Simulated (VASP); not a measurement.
Calculation: PBEsol GGA, VASP's PBE PAW potentials (set 64) (plane waves; VASP 6.6.1).

Input for VASP

POSCAR:
```
ScCd
1
    3.5262600000     0.0000000000     0.0000000000
    0.0000000000     3.5262600000     0.0000000000
    0.0000000000     0.0000000000     3.5262600000
Sc Cd
1 1
Direct
  0.5013600000   0.4974460000   0.5011610000
 -0.0013600000   0.0025540000  -0.0011610000
```

**KPOINTS**
```
Automatic
0
gamma
  8 8 8
```

**INCAR**
```
# general
SYSTEM  = ScCd
PREC    = Accurate
ENCUT   = 300   # plane-wave cut-off (eV)
LREAL   = .FALSE.   # projection in real space or not
LASPH   = .TRUE.

# electronic loop
EDIFF   = 1E-6   # SCF stop (eV)
NELM    = 100
ALGO    = Normal   # blocked Davidson
LMAXMIX = 4   # l cut-off of mixed one-centre charges

# smearing
ISMEAR  = -1   # Fermi-Dirac
SIGMA   = 0.1

# functional
GGA     = PS

# ions
ISIF    = 2

# output
LWAVE   = .FALSE.
LCHARG  = .FALSE.
```

POTCAR, in this order: Sc_sv Cd (PBE.64 set). Program: vasp_std.

At this cut-off the stress carries a Pulay error, which pulls relaxed volumes low.

**Question.** Estimate the energy per atom (σ→0), pressure, largest force, band gap (on the k-mesh).

**Answer.** 
- energy per atom (σ→0): -4.232 eV/atom
- band gap (on the k-mesh): none (metal, semimetal or under 0.01 eV)
- pressure: -2.64 GPa
- largest force: 0.073 eV/Å

File OSZICAR:
```
...
DAV:   6    -0.858588834588E+01    0.10817E+01   -0.33891E+00 10208   0.199E+01    0.254E+00
DAV:   7    -0.850743897201E+01    0.78449E-01   -0.37395E-01 10607   0.607E+00    0.157E+00
DAV:   8    -0.849937060221E+01    0.80684E-02   -0.42062E-02 10033   0.244E+00    0.351E-01
DAV:   9    -0.849790076674E+01    0.14698E-02   -0.32247E-02 10481   0.163E+00    0.175E-01
DAV:  10    -0.849721284574E+01    0.68792E-03   -0.69174E-03 10285   0.787E-01    0.479E-02
DAV:  11    -0.849718384791E+01    0.28998E-04   -0.21904E-04  9992   0.165E-01    0.117E-02
DAV:  12    -0.849718367160E+01    0.17631E-06   -0.21725E-06  5760   0.172E-02
   1 F= -.84971837E+01 E0= -.84642432E+01  d E =-.658810E-01
```

The structure comes from a computed database's ScCd entry (Pm-3m); how it stands against other phases isn't given here. The cell was not relaxed at this level, atoms are displaced from their ideal sites. The electron count is odd and the run is not spin-polarised, which forces a metal.
